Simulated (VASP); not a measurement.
Here is the system:

```xyz
4
Lattice="3.9484 0.0000 0.0000 0.0000 3.9484 0.0000 0.0000 0.0000 3.9484" Properties=species:S:1:pos:R:3 pbc="T T T"
Hf     0.0000     0.0000     0.0000
Pd     1.9742     1.9742     0.0000
Pd     0.0000     1.9742     1.9742
Pd     1.9742     0.0000     1.9742
```

Method: PBEsol GGA, VASP's PBE PAW potentials (set 64) (plane waves; VASP). Numerical set-up: 400 eV cut-off, Gaussian smearing of 0.050 eV, potentials Hf_pv Pd.

Problem. Give the energies of bands 10 to 23 at the high-symmetry points, in eV from the Fermi level.

Solution. 
| band | Γ | X | M | R |
|---|---|---|---|---|
| 10 | -6.48 | -4.94 | -4.76 | -4.63 |
| 11 | -4.12 | -4.94 | -4.66 | -3.97 |
| 12 | -4.12 | -4.50 | -4.53 | -3.97 |
| 13 | -4.12 | -4.50 | -4.53 | -3.97 |
| 14 | -2.57 | -3.59 | -4.37 | -3.80 |
| 15 | -2.57 | -3.32 | -3.75 | -3.80 |
| 16 | -1.96 | -3.32 | -3.52 | -1.81 |
| 17 | -1.43 | -3.23 | -3.52 | -1.81 |
| 18 | -1.43 | -3.17 | -3.26 | -1.81 |
| 19 | -1.43 | -2.38 | -3.19 | -0.69 |
| 20 | 1.82 | -1.43 | -2.92 | -0.39 |
| 21 | 1.82 | 0.04 | 0.61 | -0.39 |
| 22 | 1.85 | 0.04 | 0.61 | -0.39 |
| 23 | 1.85 | 0.88 | 0.75 | 1.12 |

It has no gap at this level: it comes out as a metal or semimetal.

The structure comes from a computed database's HfPd3 entry (Pm-3m); how it stands against other phases isn't given here. It was relaxed first.
